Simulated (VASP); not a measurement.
Level of theory: revPBE GGA, VASP's PBE PAW potentials (set 64) (plane waves; VASP).

Input for VASP

File POSCAR:
```
ZrC
1
    0.0000000000     2.3874763277     2.3874763277
    2.3874763277     0.0000000000     2.3874763277
    2.3874763277     2.3874763277     0.0000000000
Zr C
1 1
Direct
  0.0000000000   0.0000000000   0.0000000000
  0.5000000000   0.5000000000   0.5000000000
```

File KPOINTS:
```
Automatic mesh
0
Gamma
13 13 13
0 0 0
```

INCAR:
```
! general
SYSTEM =ZrC
PREC   =Accurate
ENCUT  =520
LREAL  =.FALSE.
LASPH  =.TRUE.

! electronic loop
EDIFF  =1E-7
NELM   =100
ALGO   =Normal
LMAXMIX=4

! smearing
ISMEAR =1
SIGMA  =0.1

! functional
GGA    =RE

! ions
ISIF   =2

! output
LWAVE  =.FALSE.
LCHARG =.FALSE.
```

POTCAR, in this order: Zr_sv C (PBE.64 set). Program: vasp_std.

Q: Predict the energy per atom (σ→0), pressure, band gap (on the k-mesh).

A: 
| Quantity | Result |
|---|---|
| energy per atom (σ→0) | -9352 meV/atom |
| band gap (on the k-mesh) | none (metal, semimetal or under 0.01 eV) |
| pressure | -6.06 GPa |

File OSZICAR:
```
...
DAV:   8    -0.187061320873E+02    0.71889E-02   -0.14542E-01  2184   0.370E+00    0.120E+00
DAV:   9    -0.187029452638E+02    0.31868E-02   -0.27868E-02  2664   0.115E+00    0.424E-01
DAV:  10    -0.187034739859E+02   -0.52872E-03   -0.20176E-03  2304   0.583E-01    0.315E-01
DAV:  11    -0.187032940311E+02    0.17995E-03   -0.69278E-04  2256   0.216E-01    0.176E-02
DAV:  12    -0.187032935285E+02    0.50255E-06   -0.13701E-05  3056   0.397E-02    0.121E-02
DAV:  13    -0.187032931909E+02    0.33762E-06   -0.58864E-07  2324   0.718E-03    0.106E-03
DAV:  14    -0.187032931977E+02   -0.67846E-08   -0.20804E-08  1356   0.140E-03
   1 F= -.18703293E+02 E0= -.18703235E+02  d E =-.175867E-03
```

The compound is ZrC in the rock salt structure. This cell is one point of a volume scan, at 1.03 of the reference volume.
